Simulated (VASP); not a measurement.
Crystal: Cd2CuO3.

```
Cd Cu O
1.0
     2.45494    1.41736    3.85577
    -2.45494    1.41736    3.85577
     0.00000   -2.83473    3.85577
Cd Cu O
2 1 3
Direct
  0.37533 0.37533 0.37533
  0.62467 0.62467 0.62467
  0.00000 0.00000 0.00000
  0.50000 0.00000 0.00000
  0.00000 0.50000 0.00000
  0.00000 0.00000 0.50000
```

The cell was built by a generator and needn't be a form met in nature.

```yaml
Program: VASP 6.6.1
Task: relaxation of cell and atoms
Functional: PBE
Potentials_or_basis: VASP PAW PBE potentials, release 64 (Cd, Cu, O)
Cutoff: 520 eV
k_mesh: 4 × 4 × 4
Occupations: gaussian, width 0.15 eV
Spin: no spin polarisation
```

At the start: pressure -9.2 GPa; volume 13.42 Å³/atom.

How do energy, volume and symmetry change on relaxing?

Over 16 steps the energy falls by 640.9 meV/atom and the volume is 12.87 Å³/atom (-4.1 %); space group R-3m (No. 166, to 0.05 Å).

The path:
| step | energy change (eV) | largest force (eV/Å) | pressure (GPa) | volume (Å³) |
| --- | --- | --- | --- | --- |
| 1 | 0.0000 | 0.0022 | -9.24 | 80.50 |
| 2 | -1.1820 | 1.3394 | 2.19 | 71.55 |
| 3 | -1.4846 | 2.9128 | 15.15 | 66.41 |
| 4 | -1.9844 | 3.3635 | 17.60 | 65.66 |
| 5 | -1.8858 | 4.6717 | 41.95 | 62.39 |
| 6 | -2.3107 | 4.3761 | 27.49 | 64.14 |
| 7 | -3.1023 | 2.1591 | 19.51 | 67.02 |
| 8 | -3.6623 | 0.0951 | 11.42 | 71.61 |
| 9 | -3.7051 | 0.6492 | 9.18 | 73.24 |
| 10 | -3.7056 | 0.7620 | 8.48 | 73.59 |
| 11 | -3.8078 | 0.2137 | 4.23 | 75.29 |
| 12 | -3.8371 | 0.1129 | 1.27 | 76.48 |
| 13 | -3.8401 | 0.2437 | 0.29 | 76.96 |
| 14 | -3.8402 | 0.2662 | 0.00 | 77.02 |
| 15 | -3.8433 | 0.1435 | 0.15 | 77.10 |
| 16 | -3.8454 | 0.0235 | 0.03 | 77.21 |

Final structure:
```cif
data_structure
_symmetry_space_group_name_H-M 'P 1'
_symmetry_Int_Tables_number 1
_cell_length_a 4.3049
_cell_length_b 4.3049
_cell_length_c 4.3049
_cell_angle_alpha 81.174
_cell_angle_beta 81.174
_cell_angle_gamma 81.174
_cell_volume 77.21
loop_
_atom_site_label
_atom_site_type_symbol
_atom_site_fract_x
_atom_site_fract_y
_atom_site_fract_z
_atom_site_occupancy
Cd1 Cd 0.34475 0.34475 0.34475 1
Cd2 Cd 0.65525 0.65525 0.65525 1
Cu1 Cu 0.00000 0.00000 0.00000 1
O1 O 0.50000 0.00000 0.00000 1
O2 O 0.00000 0.50000 0.00000 1
O3 O 0.00000 0.00000 0.50000 1
```

Caveat: the k mesh is coarse (spacing up to 0.39 Å⁻¹), so the values aren't converged; an odd number of electrons without spin polarisation forces a metal; a magnetic or distorted state may lie lower; the run has no spin polarisation, though such a crystal can be magnetic; the relaxation stopped at a loose force limit of 0.08 eV/Å, so its end isn't a converged minimum.
